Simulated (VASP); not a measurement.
VASP input:

KPOINTS:
```
Regular mesh
0
gamma
  9 9 9
```

**POSCAR**
```
BeSe
1
    0.0000000000     2.5666593976     2.5666593976
    2.5666593976     0.0000000000     2.5666593976
    2.5666593976     2.5666593976     0.0000000000
Be Se
1 1
Direct
  0.0000000000   0.0000000000   0.0000000000
  0.2500000000   0.2500000000   0.2500000000
```

INCAR:
```
GGA  =  PS
SYSTEM  =  BeSe
ENCUT  =  500   ! plane-wave cut-off (eV)
EDIFFG  =  -0.02   ! ionic stop
ALGO  =  Normal   ! blocked Davidson
SIGMA  =  0.05   ! width (eV)
IBRION  =  2   ! conjugate gradients
ISMEAR  =  0   ! Gaussian
LREAL  =  F   ! projection in real space or not
LASPH  =  T   ! aspherical one-centre terms
LCHARG  =  F
ISIF  =  3
EDIFF  =  1E-6
NSW  =  40   ! most ionic steps
PSTRESS  =  50   ! kbar
PREC  =  Accurate
NELM  =  100
LMAXMIX  =  4   ! l cut-off of mixed one-centre charges
LWAVE  =  F
```

POTCAR, in this order: Be Se (PBE.64 set). Program: vasp_std.

Problem. Translate this PBEsol calculation to Quantum ESPRESSO's pw.x.

Solution. One equivalent input (not run):
```
&CONTROL
  calculation = 'vc-relax'
  pseudo_dir = './pseudo'
  outdir = './out'
  tprnfor = .true.
  tstress = .true.
  nstep = 40
  forc_conv_thr = 0.00078
/
&SYSTEM
  ibrav = 0
  nat = 2
  ntyp = 2
  ecutwfc = 88
  occupations = 'smearing'
  smearing = 'gaussian'
  degauss = 0.003675
  input_dft = 'pbesol'
/
&ELECTRONS
  conv_thr = 7.3e-08
  electron_maxstep = 100
/
&IONS
/
&CELL
  press = 50
/
ATOMIC_SPECIES
  Be 9.012 Be.upf
  Se 78.971 Se.upf
CELL_PARAMETERS angstrom
     0.0000000    2.5666594    2.5666594
     2.5666594    0.0000000    2.5666594
     2.5666594    2.5666594    0.0000000
ATOMIC_POSITIONS crystal
  Be   0.0000000  0.0000000  0.0000000
  Se   0.2500000  0.2500000  0.2500000
K_POINTS automatic
  9 9 9 0 0 0
```
The two are equivalent in intent, not identical: the potentials are each code's own (VASP's PAW set, PseudoDojo norm-conserving files in pw.x), so ENCUT and ecutwfc are chosen apart and not converted; conv_thr bounds pw.x's estimated SCF error, while EDIFF bounds the energy change between steps; forc_conv_thr acts on force components and is met together with etot_conv_thr.

The compound is BeSe in the zinc blende structure. This run relaxes it under an external pressure of 5 GPa. Symmetry was kept, so distortions that lower it aren't found.
